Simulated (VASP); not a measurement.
OSZICAR of a VASP run on Te₂Au (sg12):

**OSZICAR**
```
       N       E                     dE             d eps       ncg     rms          rms(c)
DAV:   1     0.990588729282E+02    0.99059E+02   -0.83337E+03  3484   0.103E+03
DAV:   2    -0.927777695823E+01   -0.10834E+03   -0.10641E+03  4407   0.206E+02
DAV:   3    -0.129651637056E+02   -0.36874E+01   -0.36647E+01  4127   0.410E+01
DAV:   4    -0.130150540389E+02   -0.49890E-01   -0.49854E-01  4666   0.507E+00
DAV:   5    -0.130156064132E+02   -0.55237E-03   -0.55236E-03  4225   0.414E-01    0.146E+01
DAV:   6    -0.124297135029E+02    0.58589E+00   -0.43562E+00  3420   0.218E+01    0.108E+01
DAV:   7    -0.123735082820E+02    0.56205E-01   -0.38646E-01  3441   0.697E+00    0.462E+00
DAV:   8    -0.123641305753E+02    0.93777E-02   -0.40869E-02  3616   0.125E+00    0.111E+00
DAV:   9    -0.123614893409E+02    0.26412E-02   -0.95643E-03  3693   0.108E+00    0.342E-01
DAV:  10    -0.123614665459E+02    0.22795E-04   -0.90378E-04  3903   0.211E-01    0.765E-02
DAV:  11    -0.123614613478E+02    0.51981E-05   -0.46230E-05  4106   0.556E-02    0.383E-02
DAV:  12    -0.123614613941E+02   -0.46300E-07   -0.10436E-05  3833   0.314E-02    0.198E-02
DAV:  13    -0.123614609350E+02    0.45911E-06   -0.11762E-06  1822   0.107E-02
   1 F= -.12361461E+02 E0= -.12361433E+02  d E =-.123615E+02
       N       E                     dE             d eps       ncg     rms          rms(c)
DAV:   1    -0.123724261270E+02   -0.10965E-01   -0.50970E-01  3539   0.524E+00    0.472E-01
DAV:   2    -0.123688399639E+02    0.35862E-02   -0.81763E-03  3910   0.699E-01    0.233E-01
DAV:   3    -0.123673201208E+02    0.15198E-02   -0.19517E-03  4022   0.370E-01    0.817E-02
DAV:   4    -0.123672227107E+02    0.97410E-04   -0.27876E-04  3889   0.135E-01    0.361E-02
DAV:   5    -0.123672217923E+02    0.91840E-06   -0.10271E-05  4162   0.267E-02    0.206E-02
DAV:   6    -0.123672217650E+02    0.27309E-07   -0.18010E-06  2095   0.930E-03
   2 F= -.12367222E+02 E0= -.12367103E+02  d E =-.576083E-02
       N       E                     dE             d eps       ncg     rms          rms(c)
DAV:   1    -0.123847160362E+02   -0.17494E-01   -0.13103E+00  3525   0.840E+00    0.765E-01
DAV:   2    -0.123754861930E+02    0.92298E-02   -0.21739E-02  3854   0.114E+00    0.374E-01
DAV:   3    -0.123716795428E+02    0.38067E-02   -0.48226E-03  4015   0.580E-01    0.139E-01
DAV:   4    -0.123713930365E+02    0.28651E-03   -0.75874E-04  3903   0.226E-01    0.594E-02
DAV:   5    -0.123713899834E+02    0.30531E-05   -0.29939E-05  4064   0.458E-02    0.344E-02
DAV:   6    -0.123713897759E+02    0.20750E-06   -0.52502E-06  3819   0.155E-02
   3 F= -.12371390E+02 E0= -.12370934E+02  d E =-.992884E-02
       N       E                     dE             d eps       ncg     rms          rms(c)
DAV:   1    -0.123719883416E+02   -0.59836E-03   -0.47721E-02  3539   0.160E+00    0.145E-01
DAV:   2    -0.123716495524E+02    0.33879E-03   -0.81135E-04  3833   0.222E-01    0.714E-02
DAV:   3    -0.123715124822E+02    0.13707E-03   -0.17757E-04  4001   0.110E-01    0.276E-02
DAV:   4    -0.123715017861E+02    0.10696E-04   -0.28420E-05  3875   0.435E-02    0.115E-02
DAV:   5    -0.123715016532E+02    0.13290E-06   -0.10286E-06  1990   0.870E-03
   4 F= -.12371502E+02 E0= -.12371010E+02  d E =-.100407E-01
       N       E                     dE             d eps       ncg     rms          rms(c)
DAV:   1    -0.124007729524E+02   -0.29271E-01   -0.68723E-01  3462   0.751E+00    0.123E+00
DAV:   2    -0.123741083929E+02    0.26665E-01   -0.10828E-01  3518   0.391E+00    0.594E-01
DAV:   3    -0.123722666041E+02    0.18418E-02   -0.53229E-03  3693   0.639E-01    0.354E-01
DAV:   4    -0.123714382105E+02    0.82839E-03   -0.17511E-03  3588   0.249E-01    0.152E-01
DAV:   5    -0.123713208308E+02    0.11738E-03   -0.44654E-04  4078   0.152E-01    0.151E-01
DAV:   6    -0.123713285309E+02   -0.77001E-05   -0.40805E-05  3588   0.611E-02    0.806E-02
DAV:   7    -0.123713188585E+02    0.96724E-05   -0.24457E-05  3441   0.541E-02    0.230E-02
DAV:   8    -0.123713189829E+02   -0.12442E-06   -0.43259E-06  3431   0.136E-02
   5 F= -.12371319E+02 E0= -.12370791E+02  d E =0.182670E-03
       N       E                     dE             d eps       ncg     rms          rms(c)
DAV:   1    -0.123805631865E+02   -0.92443E-02   -0.19152E-01  3469   0.397E+00    0.640E-01
DAV:   2    -0.123731095404E+02    0.74536E-02   -0.32713E-02  3511   0.211E+00    0.311E-01
DAV:   3    -0.123725575414E+02    0.55200E-03   -0.15788E-03  3693   0.371E-01    0.175E-01
DAV:   4    -0.123723260237E+02    0.23152E-03   -0.52427E-04  3588   0.138E-01    0.729E-02
DAV:   5    -0.123722928784E+02    0.33145E-04   -0.12291E-04  4071   0.815E-02    0.782E-02
DAV:   6    -0.123722955272E+02   -0.26488E-05   -0.11719E-05  3602   0.319E-02    0.428E-02
DAV:   7    -0.123722925978E+02    0.29294E-05   -0.71348E-06  3448   0.283E-02    0.140E-02
DAV:   8    -0.123722926390E+02   -0.41298E-07   -0.11131E-06  1710   0.699E-03
   6 F= -.12372293E+02 E0= -.12371769E+02  d E =-.790986E-03
       N       E                     dE             d eps       ncg     rms          rms(c)
DAV:   1    -0.123741560782E+02   -0.18635E-02   -0.84199E-02  3546   0.213E+00    0.190E-01
DAV:   2    -0.123731899403E+02    0.96614E-03   -0.19401E-03  3987   0.356E-01    0.888E-02
DAV:   3    -0.123728479089E+02    0.34203E-03   -0.64319E-04  3980   0.187E-01    0.340E-02
DAV:   4    -0.123728375895E+02    0.10319E-04   -0.62170E-05  3980   0.568E-02    0.222E-02
DAV:   5    -0.123728371018E+02    0.48770E-06   -0.18641E-06  2693   0.110E-02
   7 F= -.12372837E+02 E0= -.12372324E+02  d E =-.544463E-03
       N       E                     dE             d eps       ncg     rms          rms(c)
DAV:   1    -0.123748857747E+02   -0.20482E-02   -0.12353E-01  3553   0.259E+00    0.231E-01
DAV:   2    -0.123734657211E+02    0.14201E-02   -0.28516E-03  4001   0.432E-01    0.108E-01
DAV:   3    -0.123729596914E+02    0.50603E-03   -0.94392E-04  3980   0.227E-01    0.407E-02
DAV:   4    -0.123729437162E+02    0.15975E-04   -0.93892E-05  3973   0.697E-02    0.273E-02
DAV:   5    -0.123729430606E+02    0.65565E-06   -0.29550E-06  3581   0.133E-02
   8 F= -.12372943E+02 E0= -.12372508E+02  d E =-.650422E-03
```

Which electronic solver shows in the log?

It is blocked Davidson (ALGO = Normal, or the opening steps of other solvers). The INCAR had ALGO = Normal.

Can the final energy be trusted as converged?

The calculation finished and met its thresholds. It stopped with EDIFF = 1E-6, NELM = 100, NSW = 60 and EDIFFG = -0.02 after 8 ionic steps (LDA (Ceperley-Alder, Perdew-Zunger), plane waves, VASP's LDA PAW potentials (set 64)).

The compound is Te2Au in the sg12 structure. This run relaxes it. Symmetry was kept, so distortions that lower it aren't found. The start is the result of an earlier pass. The electron count is odd and the run is not spin-polarised, which forces a metal.
